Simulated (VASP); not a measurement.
Here is the system:

```
CELL_PARAMETERS angstrom
      1.45540    -2.52082     0.00000
      1.45540     2.52082     0.00000
      0.00000     0.00000     4.61474
ATOMIC_POSITIONS crystal
  Ti 0.33333 0.66667 0.25000
  Ti 0.66667 0.33333 0.75000
```

These are optB86b-vdW, VASP's PBE PAW potentials (set 64) (plane waves; VASP 6.6.1) values and carry that method's errors. Run with 520 eV cut-off, 13×13×7 Γ-centred mesh, first-order Methfessel-Paxton smearing of 0.10 eV, potentials Ti_sv.

**Question.** Predict the energy per atom (σ→0), band gap (on the k-mesh) with the smallest direct gap where there is one.

**Answer.** 
| Quantity | Value |
|---|---|
| band gap (on the k-mesh) | none (metal, semimetal or under 0.01 eV) |
| energy per atom (σ→0) | -5.036 eV/atom |

Only differences to runs with the same potentials and settings are physical.

The compound is Ti in the hcp structure. It was relaxed first. The start is the result of an earlier pass.
